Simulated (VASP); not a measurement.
Method: PBE GGA, VASP's PBE PAW potentials (set 64) (plane waves; VASP).

Input for VASP

File POSCAR:
```
TiC
3.0617720
  0.0000000000   0.7071068649   0.7071068649
  0.7071068649   0.0000000000   0.7071068649
  0.7071068649   0.7071068649   0.0000000000
Ti C
1 1
Cartesian
  0.0000000000   0.0000000000   0.0000000000
  0.7071068649   0.7071068649   0.7071068649
```

### KPOINTS
```
Regular mesh
0
G
 13 13 13
0 0 0
```

INCAR:
```
SYSTEM = TiC
PREC = Accurate
ENCUT = 520
EDIFF = 1E-6
NELM = 100
ALGO = Normal
LREAL = .FALSE.
LASPH = .TRUE.
ISMEAR = 1
SIGMA = 0.1
GGA = PE
LMAXMIX = 4
LWAVE = .FALSE.
LCHARG = .FALSE.
ISIF = 2
```

POTCAR, in this order: Ti_sv C (PBE.64 set). Program: vasp_std.

Task: What will the output report for the number of irreducible k-points (NKPTS), number of bands (NBANDS), largest plane-wave count, number of space-group operations, FFT grid (NGX, NGY, NGZ)?

Result: 
```json
{
  "number of irreducible k-points (NKPTS)": "84",
  "number of bands (NBANDS)": "12",
  "largest_plane_wave_count": "559",
  "number_of_space_group_operations": "48",
  "FFT grid (NGX, NGY, NGZ)": "24 × 24 × 24"
}
```

The compound is TiC in the rock salt structure. The cell was not relaxed at this level.
